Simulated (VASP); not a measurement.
Data:

```
CELL_PARAMETERS angstrom
      0.00000     1.75025     1.75025
      1.75025     0.00000     1.75025
      1.75025     1.75025     0.00000
ATOMIC_POSITIONS crystal
  C  0.00000 0.00000 0.00000
  C  0.25000 0.25000 0.25000
```

Method: HSE06 screened hybrid, VASP's PBE PAW potentials (set 64) (plane waves; VASP). Numerical set-up: 520 eV cut-off, 10×10×10 Γ-centred mesh, Gaussian smearing of 0.050 eV, potentials C.

Q: Predict the energy per atom (σ→0), pressure.

A: 
```yaml
energy per atom (σ→0): -1016.2 kJ/mol-atom
pressure: 20.35 GPa
```

The absolute energy has meaning only against runs of the same code, potentials and settings.

The compound is C in the diamond structure. This cell is one point of a volume scan, at 0.94 of the reference volume. The cell's shape comes from a PBE relaxation.
